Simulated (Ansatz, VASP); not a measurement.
# TePt: VASP beside Ansatz, part 2 of 2

One calculation is typed for both programs; each brings its own data sets and cutoff. How far apart do they land? The cell is taken from a series of VASP runs on this material, whose earlier steps may have relaxed, scaled or displaced it; both programs get it as it stands.

VASP 6.6.1 and Ansatz 0.2.0.

So far: The structure; VASP: zone-centre phonons, r2SCAN.

**3. Ansatz: zone-centre phonons, r2SCAN**

Level of this step: Ansatz beside VASP: Kohn-Sham DFT, plane waves, r2SCAN (Ansatz).

Ansatz runs on its default PAW (the set named soft_2) files.

The same cell, functional, mesh and smearing now go to Ansatz, which takes its cutoff from its data sets.

The input, input.yaml:

```yaml
crystal:
  lattice:
    - [1.9936112994, 1.1510120204, 6.8547338683]
    - [-1.9936112994, 1.1510120204, 6.8547338683]
    - [0.0, -2.3020240408, 6.8547338683]
  atoms:
    - { symbol: Te, position: [0.5954934321, 0.5954934321, 0.5954934321] }
    - { symbol: Te, position: [0.4045065679, 0.4045065679, 0.4045065679] }
    - { symbol: Pt, position: [0.8692535297, 0.8692535297, 0.8692535297] }
    - { symbol: Pt, position: [0.1307464703, 0.1307464703, 0.1307464703] }
hamiltonian:
  xc: r2scan
  pseudopotentials: { kind: paw }
kpoints:
  mp_grid: { grid: [11, 11, 11] }
scf:
  occupations: { method: methfessel_paxton, width: 0.2 }
phonons:
  method: dfpt
  qpoints: [[0, 0, 0]]
```

Command:

```bash
ansatz run input.yaml --threads 4 --pin off --max-ram 9216MiB --backend cpu --events-out ev --progress --plain --runs-dir out
```

Numbers of over 12 decimals in the logs are rounded to 6 here.

The log of the run:

```text
Engine: ansatz 0.2.0, x86_64-unknown-linux-gnu
Pseudopotentials: kind: paw
Pseudopotential: Te, paw, valence charge 16, recommended cutoff 500 eV (meta_gga), Te.paw.azcp
Pseudopotential: Pt, paw, valence charge 18, recommended cutoff 500 eV (meta_gga), Pt.paw.azcp
Functional definition: r2SCAN
  parameter k0 = 0.174
  parameter k1 = 0.065
  parameter a1 = 4.9479
  exchange = r2scan_x(k0 = k0, k1 = k1, a1 = a1)
  correlation = r2scan_c
Crystal: 4 atoms, lattice volume = 94.376 Å³
Basis set: ecut = 500 eV, 2413 PW (Γ), exchange–correlation on 270×270×270 points (125 copies of the dense FFT grid, shifted against one another)
Bands: 41, of which v1, the nominal top of the filled ones, is band 34 counted from 1 (33 counted from 0)
Symmetry: 12 space group operations
k-points: 366 of 1331 (irreducible under 2 space group operations, time reversal used)
Non-local potential: Te, projectors of the file, l = 0: 2, l = 1: 2, l = 2: 2, l = 3: 2
Non-local potential: Pt, projectors of the file, l = 0: 3, l = 1: 2, l = 2: 2, l = 3: 1
PAW form: soft (Blöchl's): semilocal exchange-correlation on the pseudo side does not see the compensation charge
PAW frozen core: Te, regenerated for the run's functional (the file was generated under x = pbe(κ = 0.804, μ = 0.219515), c = pbe(β = 0.066725))
PAW frozen core: Pt, regenerated for the run's functional (the file was generated under x = pbe(κ = 0.804, μ = 0.219515), c = pbe(β = 0.066725))
PAW one-centre angular grid: Te, 590 points (default); XC on 160 Gauss nodes
PAW one-centre angular grid: Pt, 590 points (default); XC on 160 Gauss nodes
Initial density: superposition of atomic densities (neutral atoms: chi_scale 0, normalization atom), corrected by the library's trained network
Initial wavefunctions: pseudopotential atomic-orbital guess
Functional: x = r2scan, c = r2scan; τ floored in thin density (d = 2e-4 eV/Å³)
SCF iter   1: F=—  HF=-39064.739969 eV  |F-HF|=—  |Δ(HF+E_count)|=         —  Δρ=1.10e-2  dr2=1.81e-1  dr2_τ=6.72e-2  ethr=1.77e-3  ⟨swp⟩=6.4  Hψ=59690  notcnv=0
preconditioner: auto → LDOS  [metal: Δε(μ)=0.002 eV  Ē_g=9.156 eV  σ=0.200 eV  W_gap=0.01  n_scr=28 (ndim 8)  ℏωp=21.6 eV  f_vac=0.031  D(μ)=1.67/eV (n_scr^D=2)  β→1.0]
SCF iter   2: F=—  HF=-39064.767436 eV  |F-HF|=—  |Δ(HF+E_count)|=   2.75e-2  S|Δr|=    0.00e0  Δρ=8.83e-3  dr2=8.44e-2  dr2_τ=2.05e-2  ethr=2.66e-4  ⟨swp⟩=2.0  Hψ=29388  notcnv=0  defer=644
SCF iter   3: F=—  HF=-39064.750240 eV  |F-HF|=—  |Δ(HF+E_count)|=   1.72e-2  S|Δr|=    0.00e0  Δρ=1.14e-3  dr2=1.40e-3  dr2_τ=1.46e-4  ethr=1.24e-4  ⟨swp⟩=2.0  Hψ=20007  notcnv=0  defer=644
SCF iter   4: F=—  HF=-39064.750151 eV  |F-HF|=—  |Δ(HF+E_count)|=   8.91e-5  S|Δr|=    0.00e0  Δρ=3.56e-4  dr2=1.36e-4  dr2_τ=1.08e-5  ethr=2.05e-6  ⟨swp⟩=2.1  Hψ=24599  notcnv=0  defer=644
SCF iter   5: F=—  HF=-39064.750184 eV  |F-HF|=—  |Δ(HF+E_count)|=   3.33e-5  S|Δr|=    0.00e0  Δρ=9.21e-5  dr2=7.82e-6  dr2_τ=8.12e-7  ethr=1.99e-7  ⟨swp⟩=2.0  Hψ=23861  notcnv=0  defer=644
SCF iter   6: F=—  HF=-39064.750185 eV  |F-HF|=—  |Δ(HF+E_count)|=   5.33e-7  S|Δr|=    0.00e0  Δρ=2.18e-5  dr2=5.00e-7  dr2_τ=2.06e-8  ethr=1.15e-8  ⟨swp⟩=2.2  Hψ=22698  notcnv=0  defer=644
SCF iter   7: F=—  HF=-39064.749896 eV  |F-HF|=—  |Δ(HF+E_count)|=   2.89e-4  S|Δr|=    0.00e0  Δρ=4.90e-6  dr2=2.33e-8  dr2_τ=1.67e-9  ethr=7.35e-10  ⟨swp⟩=2.9  Hψ=25220  notcnv=0  defer=629
SCF iter   8: F=—  HF=-39064.749896 eV  |F-HF|=—  |Δ(HF+E_count)|=   2.45e-8  S|Δr|=    0.00e0  Δρ=1.27e-6  dr2=1.18e-9  dr2_τ=1.77e-10  ethr=3.42e-11  ⟨swp⟩=2.0  Hψ=22431  notcnv=0  defer=629
SCF iter   9: F=—  HF=-39064.749896 eV  |F-HF|=—  |Δ(HF+E_count)|=  6.33e-10  S|Δr|=    0.00e0  Δρ=2.88e-7  dr2=5.81e-11  dr2_τ=1.30e-11  ethr=1.73e-12  ⟨swp⟩=2.0  Hψ=23902  notcnv=0  defer=629
SCF iter  10: F=-39064.749896 eV  HF=-39064.749896 eV  |F-HF|=7.28e-12  |Δ(HF+E_count)|=  6.55e-11  S|Δr|=    0.00e0  Δρ=5.76e-8  dr2=1.91e-12  dr2_τ=1.75e-13  ethr=1.00e-12  ⟨swp⟩=11.8  Hψ=78136  notcnv=0
SCF 1 converged in 10 iterations: F = -39064.749896 eV  dr2 = 1.91e-12
  greatest PAW one-centre occupation: 1.000 electrons in one spin orbital (limit 2), on the Pt atom at site 3 (counted from 0), in its partial waves of l = 0
DFPT response loops at Γ: preconditioner auto → Kerker (q_TF=auto, 2.583 Å⁻¹) (partly filled bands, converged f_vac=0.030); β = 1.00, the filter's whole step (`scf.mixing.beta` (0.50) is not read by the response loops under this deck's `scf.mixing.preconditioner`; to damp them name `kerker` or `kerker_dos`, under which they read `scf.mixing.beta`, and type it under 1.00, their step now; both keys bind the ground state too); Broyden in place of MSR1
SCF converged after 10 iterations
Stability not checked: this state was not tested for a lower state beside it, because cold or Methfessel-Paxton smearing, or corrected tetrahedra, fill the levels in a way that the test cannot read (fill_not_monotonic; see scf.lower_state_search)
Free energy (F): -39064.749896 eV
Harris-Foulkes:  -39064.749896 eV  (|F-HF|=7.28e-12)
Internal energy: -39064.751720 eV  (E = F + TS)
E sigma→0 (E₀):  -39064.750352 eV
Entropy (-TS):   0.001823 eV (0.456 meV/atom)
Fermi energy:    13.607664 eV
--- Per-component energies (eV) ---
  E_band       = -1037.007360
  E_kinetic    = 1638.859757
  E_local      = -7425.040241  (includes V_loc(G=0)·N_el)
  E_nonlocal   = -217.643037
  E_hartree    = 3595.423299
  E_xc         = -731.547344
  E_vxc        = -900.468714  (∫ρ·V_xc dr)
  E_paw        = -28334.099532  (= ΣΔE_a)
  E_vpaw       = -1380.820580  (= ΣTr[D̂ρ^β])
  E_aug_tail   = 0.000228  (compensation charges beyond the density's cutoff)
  E_vtau       = 57.258665  (kinetic-family band-sum trace: ∫τ·v_τ [+ j·A + Jᵃ·Aᵃ] dr)
  E_ewald      = -7590.811571
  E_core_change = 0.106722  (= ΣΔE_core)
  E_smearing   = 0.001823  (= −TS)
  E_closure    = 0.000000  (closes the sum)
  Σ components = -39064.749896   (vs F -39064.749896, Δ=0.00e0)
--- Band table (eV; the first three rows and the last of 366) ---
  k-point 0: bands = [... 30 lower, 11.7956, 14.2988, 14.4247, 14.4247, 15.0651, 16.5016, 16.5016, 18.6873, ... 3 higher]
  k-point 1: bands = [... 30 lower, 11.8435, 13.4299, 14.3594, 14.7732, 15.5058, 15.8863, 16.2917, 19.1351, ... 3 higher]
  k-point 2: bands = [... 30 lower, 11.8126, 12.4931, 14.1152, 14.1816, 15.0552, 15.8094, 16.4827, 18.9651, ... 3 higher]
  k-point 365: bands = [... 30 lower, 11.9676, 12.0488, 14.1248, 14.4981, 15.4969, 16.0565, 17.1957, 19.2849, ... 3 higher]
--- Phonons (Γ-DFPT): 4 representative perturbations + reference, on 366 of 1331 k-points (Σ response iterations 37) ---
  k mesh reduced under 2 symmetry operations, with k and −k counted as one. Each operation leaves every solved perturbation unchanged. A smaller set is not considered because the functional reads the kinetic-energy density
  ASR residual: 2.881e-4 → 0.000e0 eV/Å²; symmetrization residual: 3.689e-5 eV/Å²
  ASR residual per site (eV/Å²): 2.88e-4 2.88e-4 1.53e-4 1.53e-4
  Γ frequencies (cm⁻¹): 0.00 0.00 0.00 87.44 87.44 113.91 147.62 155.86 155.86 170.10 175.63 175.63
  non-analytic LO–TO correction: not included (Born effective charges unavailable; polar crystals: no LO–TO splitting at Γ)
--- Phonons (arbitrary-q DFPT): 1 explicit q-point ---
  q = [0, 0, 0] (of the zone-centre solve; hermiticity 5.04e-6, symmetrization 1.96e-6): -0.00 0.00 0.00 87.44 87.44 113.91 147.62 155.86 155.86 170.10 175.63 175.63
  sum rule: each row above includes the acoustic sum rule's correction from the zone centre's row sums; it moved no ω² by more than (0.78 cm⁻¹)²
```

The job ended after 27 min (4 threads of Intel Xeon Platinum 8488C (Sapphire Rapids), shared host; peak memory 7.9 GiB; 1.8 h of CPU time).

The column dr2 measures how far the density is from self-consistency, as an energy; F and HF (Harris–Foulkes) agree once it is small.

**4. Differences**

Known differences besides the potentials themselves: VASP keeps PBE cores, Ansatz makes them for the functional; the data sets hold 68 valence electrons in Ansatz (default PAW (the set named soft_2) files) and 32 in VASP; the cutoff is 500 eV in Ansatz and 400 eV in VASP; VASP uses finite displacements, Ansatz perturbation theory. Total energies have different zeros and are not compared.

The two programs side by side:

```tsv
quantity	Ansatz	VASP	difference
optical mode 1 to 2 (cm⁻¹)	87.4	87.5	-0.02 %
optical mode 3 (cm⁻¹)	113.9	114.3	-0.30 %
optical mode 4 (cm⁻¹)	147.6	147.5	+0.09 %
optical mode 5 to 6 (cm⁻¹)	155.9	155.1	+0.47 %
optical mode 7 (cm⁻¹)	170.1	170.0	+0.08 %
optical mode 8 to 9 (cm⁻¹)	175.6	175.2	+0.24 %
```

Modes are paired by rising frequency and degeneracy, not by their patterns, so a pair may still set unlike modes beside each other.

**5. Results**

```
r.m.s. difference of the optical zone-centre modes, each program's sorted by frequency (zone-centre phonons, r2SCAN) : 0.42 cm⁻¹
```

**Reading.** The r.m.s. difference of the optical zone-centre modes, each program's sorted by frequency is 0.42 cm⁻¹ (zone-centre phonons, r2SCAN). How closely two codes agree says nothing of how well the functional describes the real material.

[Lines on the potential files, build, host, timing and source positions are cut from VASP's logs without a mark.]

[Logs are printed without paths, hosts, clocks, repeated set-up lines and the standing remarks that a program may print on its own settings, such as how far it seeks lower states.]

[Hosts, paths, dates, database ids (printed as entryN), source tags and the programs' standing remarks are cut or masked in the printed files.]
